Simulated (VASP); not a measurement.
Here is the system:

```
Ni4ZnZr
1.0
    0.00000     3.39600     3.39600
    3.39600     0.00000     3.39600
    3.39600     3.39600     0.00000
Ni Zr Zn
4 1 1
Direct
  0.62500   0.62500   0.62500
  0.12500   0.62500   0.62500
  0.62500   0.62500   0.12500
  0.62500   0.12500   0.62500
  0.00000   0.00000   0.00000
  0.25000   0.25000   0.25000
```
Starting moments (μB, in the order of the record's atoms Ni Ni Ni Ni Zr Zn): 2.0 2.0 2.0 2.0 0.0 0.0.

Level of theory: PBEsol GGA, VASP's PBE PAW potentials (set 64) (plane waves; VASP 6.6.1). Run with 300 eV cut-off, 6×6×6 Γ-centred mesh, Gaussian smearing of 0.10 eV, potentials Ni Zr_sv Zn.

At this cut-off the stress carries a Pulay error, which pulls relaxed volumes low.

Q: Which forces act on the atoms, in eV/Å?

A: 
```json
[
 {"atom": "Ni1", "Fx": "-0.153", "Fy": "-0.153", "Fz": "-0.153"},
 {"atom": "Ni2", "Fx": "-0.153", "Fy": "0.153", "Fz": "0.153"},
 {"atom": "Ni3", "Fx": "0.153", "Fy": "0.153", "Fz": "-0.153"},
 {"atom": "Ni4", "Fx": "0.153", "Fy": "-0.153", "Fz": "0.153"},
 {"atom": "Zr5", "Fx": "0.000", "Fy": "0.000", "Fz": "0.000"},
 {"atom": "Zn6", "Fx": "0.000", "Fy": "0.000", "Fz": "0.000"}
]
```

Q: Give the stress tensor in GPa (positive for a compressed cell).

A: 
```
-8.31   0.00   0.00
 0.00  -8.31   0.00
 0.00   0.00  -8.31
```
The pressure is its mean diagonal, -8.31 GPa.

The structure comes from a measured ZrZnNi4 entry of the Crystallography Open Database, whose conditions weren't checked. The cell was not relaxed at this level.
